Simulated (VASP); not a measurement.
Input for VASP

File POSCAR:
```
Y2Au
1
    0.0000000000     4.6867720000     4.6867720000
    4.6867720000     0.0000000000     4.6867720000
    4.6867720000     4.6867720000     0.0000000000
Y Au
4 2
Direct
  0.1250000000   0.1250000000   0.1250000000
  0.6250000000   0.1250000000   0.1250000000
  0.1250000000   0.6250000000   0.1250000000
  0.1250000000   0.1250000000   0.6250000000
  0.7500000000   0.7500000000   0.7500000000
  0.5000000000   0.5000000000   0.5000000000
```

**INCAR**
```
PREC = Accurate
LMAXMIX = 6   ! l cut-off of mixed one-centre charges
SYSTEM = Y2Au
LREAL = .FALSE.
ENCUT = 300
EDIFF = 1E-6   ! SCF stop (eV)
LWAVE = .FALSE.
LASPH = .TRUE.
NELM = 100
LCHARG = .FALSE.
ISIF = 2
ISMEAR = 0
SIGMA = 0.1   ! width (eV)
ALGO = Normal   ! blocked Davidson
GGA = PE   ! PBE
```

**KPOINTS**
```
Automatic mesh
0
Gamma
3 3 3
0 0 0
```

POTCAR, in this order: Y_sv Au (PBE.64 set). Program: vasp_std.

Problem. Write an equivalent input for Quantum ESPRESSO's pw.x.

Solution. One equivalent input (not run):
```
&CONTROL
  calculation = 'scf'
  pseudo_dir = './pseudo'
  outdir = './out'
  tprnfor = .true.
  tstress = .true.
/
&SYSTEM
  ibrav = 0
  nat = 6
  ntyp = 2
  ecutwfc = 76
  occupations = 'smearing'
  smearing = 'gaussian'
  degauss = 0.00735
  input_dft = 'pbe'
/
&ELECTRONS
  conv_thr = 7.3e-08
  electron_maxstep = 100
/
ATOMIC_SPECIES
  Y 88.906 Y.upf
  Au 196.967 Au.upf
CELL_PARAMETERS angstrom
     0.0000000    4.6867720    4.6867720
     4.6867720    0.0000000    4.6867720
     4.6867720    4.6867720    0.0000000
ATOMIC_POSITIONS crystal
  Y    0.1250000  0.1250000  0.1250000
  Y    0.6250000  0.1250000  0.1250000
  Y    0.1250000  0.6250000  0.1250000
  Y    0.1250000  0.1250000  0.6250000
  Au   0.7500000  0.7500000  0.7500000
  Au   0.5000000  0.5000000  0.5000000
K_POINTS automatic
  3 3 3 0 0 0
```
Limits of the translation: the potentials are each code's own (VASP's PAW set, PseudoDojo norm-conserving files in pw.x), so ENCUT and ecutwfc are chosen apart and not converted; conv_thr bounds pw.x's estimated SCF error, while EDIFF bounds the energy change between steps.

The structure was generated: Y2Au was put into an ordered model structure, which need not be its known phase. The cell was not relaxed at this level, and its volume differs by -5.9 % from the start's. The k-mesh is coarse (spacing up to 0.39 per Å, 2π included), so the numbers may not be converged in it.
